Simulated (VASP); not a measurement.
Energy against volume of LiCl (rock salt). All values below come from PBEsol GGA, VASP's PBE PAW potentials (set 64) (plane waves; VASP). Settings: 520 eV cut-off, 9×9×9 Γ-centred mesh, Gaussian smearing of 0.050 eV, potentials Li_sv Cl.

| V (Å³/atom) | E (eV/atom) |
|---|---|
| 15.239 | -3.81178 |
| 15.725 | -3.81758 |
| 16.211 | -3.81956 |
| 16.698 | -3.81833 |

### Question
Fit these four points and predict the energy of the run at 17.184 Å³/atom.

### Answer
A cubic in V^(−2/3), the third-order Birch-Murnaghan form, passes through the four points with V0 = 16.25 Å³/atom and B0 = 35 GPa, and gives -3.8144 eV/atom there. The run gave -3.8143 eV/atom, +0.1 meV/atom from the fit; all five points give B0 = 35 GPa.

The compound is LiCl in the rock salt structure. It was relaxed first.
